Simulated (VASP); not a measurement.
Here is a VASP 6.6.1 calculation.

Contents of INCAR:

```
SYSTEM = BaBi6O10
ALGO = Fast ; EDIFF = 1E-6
ENCUT = 520 ; GGA = PE
ISIF = 2 ; ISMEAR = 0
LASPH = .True. ; LCHARG = .True.
LELF = .True. ; LREAL = Auto
LVHAR = .True. ; LWAVE = .False.
NBANDS = 94 ; NELM = 100
PREC = Accurate ; SIGMA = 0.02
```

The input KPOINTS:

```
k-points
0
Gamma
  3 4 3
  0 0 0
```

The input POSCAR:

```
BaBi6O10
1.0
    7.4385790000      0.5964090000     -0.2709250000
    0.6008470000      6.6458290000     -0.0996880000
   -0.2503760000     -0.1239030000      7.4537580000
Bi O Ba
6 10 1
Direct
    0.5614708345      0.9914024361      0.0222788548
    0.5759097301      0.0322022476      0.5185944532
    0.6464139601      0.4711999182      0.9745050739
    0.0868223837      0.1266205588      0.1985928142
    0.4034747764      0.5765894771      0.4589458073
    0.9412508759      0.6988251811      0.3385903517
    0.9303652770      0.3705430581      0.0188618000
    0.5458444969      0.2855390337      0.1603703145
    0.5815653760      0.8195042365      0.2688384988
    0.1973268012      0.8106301530      0.3477847728
    0.8605222542      0.9245585085      0.5468617218
    0.4875841099      0.7975862467      0.6626438924
    0.2578308060      0.0442901145      0.9887687374
    0.1702625605      0.4592265125      0.5328728194
    0.6321637487      0.2704852882      0.7504628356
    0.8938272607      0.9347735091      0.1236699569
    0.0517198771      0.1856337711      0.7156115154
```

Potentials or basis: VASP PAW PBE potentials, release 64 (Bi_d, O, Ba_sv).

Run with:

```console
$ cat potpaw_PBE.64/Bi_d/POTCAR potpaw_PBE.64/O/POTCAR potpaw_PBE.64/Ba_sv/POTCAR > POTCAR
$ mpirun -np 1 vasp_std > vasp.out
```

(1) Predict the pressure.

(2) What does it give for the largest force?

Results:

(1) 0.5 GPa.

(2) 0.303 eV/Å.
